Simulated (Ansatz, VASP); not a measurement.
One calculation of VPt, two programs

File INCAR:

```
SYSTEM = VPt
  PREC = Accurate
  ENCUT = 600
  EDIFF = 1E-6
  ISMEAR = 0
  SIGMA = 0.1
  LREAL = .FALSE.
  LASPH = .TRUE.
  NELM = 100
  ALGO = Normal
  ISIF = 3
  LWAVE = .FALSE.
  LCHARG = .FALSE.
  GGA = CA
  IBRION = 2
  NSW = 70
  EDIFFG = -0.005
```

The input KPOINTS:

```
regular mesh
0
G
  16 16 12
  0 0 0
```

The input POSCAR:

```
VPt
1.0
    2.7028325393      0.0000000000      0.0000000000
    0.0000000000      2.7028325393      0.0000000000
    0.0000000000      0.0000000000      3.9088242338
V Pt
1 1
Direct
    0.5000000000      0.5000000000      0.5000000000
    0.0000000000      0.0000000000      0.0000000000
```

Input for Ansatz:

```yaml
crystal:
  lattice:
    - [2.7028325393, 0.0, 0.0]
    - [0.0, 2.7028325393, 0.0]
    - [0.0, 0.0, 3.9088242338]
  atoms:
    - { symbol: V, position: [0.5, 0.5, 0.5] }
    - { symbol: Pt, position: [0.0, 0.0, 0.0] }
basis:
  ecutwfc: 420
kpoints:
  mp_grid: { grid: [16, 16, 12] }
hamiltonian:
  xc: lda
scf:
  occupations: { method: gaussian, width: 0.1 }
output:
  forces: true
  stress: true
  eigenvalues: true
relax:
  adjacent_minimum: "off"
  f_tol: 0.005
  max_steps: 50
  cell: { stress_tol: 0.05 }
```

Alike in both runs: task relaxation of cell and atoms; functional LDA; k mesh 16 × 16 × 12; occupations gaussian, width 0.1 eV; no spin polarisation.

```csv
,VASP,Ansatz
version,VASP 6.6.1,Ansatz 0.2.0
potentials or method,"VASP PAW LDA potentials, release 64 (V_sv, Pt)","scalar-relativistic, plane waves, PAW"
plane-wave cutoff (eV),600,420
valence electrons in the cell,23,31
```

Ansatz gave:

| Property | Result |
| --- | --- |
| gap on the k mesh at the Fermi level, each at its own relaxed structure (eV) | none |
| relaxed volume (Å³/atom) | 13.47 |
| relaxed cell length with the largest relative difference (Å) | 3.831 |
| energy change over the relaxation (meV/atom) | -38 |

Task: Estimate VASP's values.

Result: gap on the k mesh at the Fermi level, each at its own relaxed structure (eV): none; relaxed volume (Å³/atom): 13.51; relaxed cell length with the largest relative difference (Å): 3.836; energy change over the relaxation (meV/atom): -35.

A gap of «none» marks a metal or a gap that the smearing closes. The two sets of potentials don't hold the same shells in valence.

The runs have no spin-orbit coupling, so splittings on Pt are missing. Zero-point motion and thermal expansion aren't in these numbers. LDA usually gives volumes a few per cent too small.
